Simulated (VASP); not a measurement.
A run of VASP 6.6.1 is set up as follows.

Contents of INCAR:

```
SYSTEM = Mo
  PREC = Accurate
  ENCUT = 520
  EDIFF = 1E-6
  ISMEAR = 1
  SIGMA = 0.1
  LREAL = .False.
  LASPH = .True.
  NELM = 80
  ALGO = Normal
  ISIF = 2
  LWAVE = .False.
  LCHARG = .False.
  LDIPOL = .True.
  IDIPOL = 3
  DIPOL = 0.5 0.5 0.500
  IBRION = 2
  NSW = 80
  EDIFFG = -0.02
  KPAR = 4
```

The input KPOINTS:

```
Automatic mesh
0
Gamma
  12 12 1
  0 0 0
```

The input POSCAR:

```
Mo
1.0
    3.1151980000      0.0000000000      0.0000000000
    0.0000000000      3.1151980000      0.0000000000
    0.0000000000      0.0000000000     27.4607920000
Mo
9
Direct
    0.5000000000      0.5000000000      0.2731166700
    0.0000000000      0.0000000000      0.3298375000
    0.5000000000      0.5000000000      0.3865583300
    0.0000000000      0.0000000000      0.4432791700
    0.5000000000      0.5000000000      0.5000000000
    0.0000000000      0.0000000000      0.5567208300
    0.5000000000      0.5000000000      0.6134416700
    0.0000000000      0.0000000000      0.6701625000
    0.5000000000      0.5000000000      0.7268833300
```

Potentials or basis: VASP PAW LDA potentials, release 64 (Mo_sv).

The run is started by

```sh
$ cat potpaw_LDA.64/Mo_sv/POTCAR > POTCAR
$ mpirun -np 4 vasp_std > vasp.out
```

**Question.** Predict the band gap on the k mesh.

**Answer.** None (metal or under the smearing width).

**Question.** Estimate the energy gained by relaxing.

**Answer.** 34.2 meV/atom.

Step by step:
```csv
step,energy change (eV),largest force (eV/Å),pressure (GPa)
1,0.0000,1.5245,-4.59
2,-0.2607,0.6144,-3.23
3,-0.2844,0.3090,-2.59
4,-0.2846,0.2992,-2.65
5,-0.2961,0.1420,-2.38
6,-0.2969,0.1191,-2.28
7,-0.3000,0.0860,-2.17
8,-0.3041,0.1560,-1.81
9,-0.3063,0.0930,-1.66
10,-0.3074,0.0358,-1.44
11,-0.3074,0.0353,-1.45
12,-0.3074,0.0338,-1.46
13,-0.3074,0.0046,-1.45
```
